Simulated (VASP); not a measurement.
Method: LDA (Ceperley-Alder, Perdew-Zunger), VASP's LDA PAW potentials (set 64) (plane waves; VASP).

VASP input:

### KPOINTS
```
Regular mesh
0
gamma
  10 10 10
0 0 0
```

**POSCAR**
```
PIr2
2.7787450
  0.0000000000   1.0000000000   1.0000000000
  1.0000000000   0.0000000000   1.0000000000
  1.0000000000   1.0000000000   0.0000000000
P Ir
1 2
Direct
 -0.0032770000   0.0060990000  -0.0056310000
  0.2625550000   0.2353390000   0.2727240000
  0.7407220000   0.7585620000   0.7329080000
```

**INCAR**
```
ALGO  =  Normal
EDIFF  =  1E-6
ENCUT  =  300
ISIF  =  2
ISMEAR  =  0
LASPH  =  .TRUE.
LCHARG  =  .FALSE.
LMAXMIX  =  6
LREAL  =  .FALSE.
LWAVE  =  .FALSE.
NELM  =  100
PREC  =  Accurate
SIGMA  =  0.05
SYSTEM  =  PIr2
```

POTCAR, in this order: P Ir (LDA.64 set). Program: vasp_std.

Output of the run:

### OSZICAR
```
       N       E                     dE             d eps       ncg     rms          rms(c)
DAV:   1     0.133357704451E+03    0.13336E+03   -0.74757E+03 15136   0.920E+02
DAV:   2    -0.194596372546E+02   -0.15282E+03   -0.14781E+03 15519   0.339E+02
DAV:   3    -0.287676796423E+02   -0.93080E+01   -0.90583E+01 21063   0.749E+01
DAV:   4    -0.289432686600E+02   -0.17559E+00   -0.17520E+00 16768   0.127E+01
DAV:   5    -0.289483070918E+02   -0.50384E-02   -0.50380E-02 21894   0.168E+00    0.246E+01
DAV:   6    -0.279435019499E+02    0.10048E+01   -0.39700E+00 23172   0.221E+01    0.980E+00
DAV:   7    -0.278320548527E+02    0.11145E+00   -0.10200E-01 18060   0.290E+00    0.487E+00
DAV:   8    -0.278026106457E+02    0.29444E-01   -0.46773E-02 18977   0.190E+00    0.703E-01
DAV:   9    -0.278015998778E+02    0.10108E-02   -0.66424E-03 22102   0.121E+00    0.538E-01
DAV:  10    -0.278014046860E+02    0.19519E-03   -0.20910E-03 18688   0.440E-01    0.215E-01
DAV:  11    -0.278013013626E+02    0.10332E-03   -0.33765E-04 19209   0.226E-01    0.355E-02
DAV:  12    -0.278012983058E+02    0.30568E-05   -0.20563E-05 18355   0.522E-02    0.164E-02
DAV:  13    -0.278012983279E+02   -0.22129E-07   -0.55263E-07  9247   0.105E-02
   1 F= -.27801298E+02 E0= -.27800217E+02  d E =-.216327E-02
```

OUTCAR:
```
------------------------ aborting loop because EDIFF is reached ----------------------------------------
  FORCE on cell =-STRESS in cart. coord.  units (eV):
  Direction    XX          YY          ZZ          XY          YZ          ZX
  --------------------------------------------------------------------------------------
  Total       -1.7913968      0.1378520     -1.9062058     -0.0739615     -0.1757655     -0.5781505
  in kB      -66.8846243      5.1469211    -71.1711986     -2.7614705     -6.5624812    -21.5861604
  external PRESSURE =     -44.3029673 kB  Pullay stress =       0.0000000 kB
  volume of cell :       42.91
      direct lattice vectors                 reciprocal lattice vectors
     0.000000000  2.778745000  2.778745000    -0.179937346  0.179937346  0.179937346
     2.778745000  0.000000000  2.778745000     0.179937346 -0.179937346  0.179937346
     2.778745000  2.778745000  0.000000000     0.179937346  0.179937346 -0.179937346
 POSITION                                       TOTAL-FORCE (eV/Angst)
 -----------------------------------------------------------------------------------
      2.78005      5.53274      2.78659         0.050215      0.421532     -0.169979
      1.41178      1.48740      1.38352        -0.560594     -2.342638      0.054505
      4.14441      4.09484      4.16613         0.510378      1.921106      0.115474
 -----------------------------------------------------------------------------------
    total drift:                               -0.000123     -0.000206      0.000053
  FREE ENERGIE OF THE ION-ELECTRON SYSTEM (eV)
  ---------------------------------------------------
  free  energy   TOTEN  =       -27.8012983279 eV

  energy  without entropy=      -27.7991350552  energy(sigma->0) =      -27.80021669
```
(Selected blocks of OUTCAR.)

At this cut-off the stress carries a Pulay error, which pulls relaxed volumes low.

The structure comes from a computed database's PIr2 entry (Fm-3m); how it stands against other phases isn't given here. The cell was not relaxed at this level, atoms are displaced from their ideal sites. The electron count is odd and the run is not spin-polarised, which forces a metal.
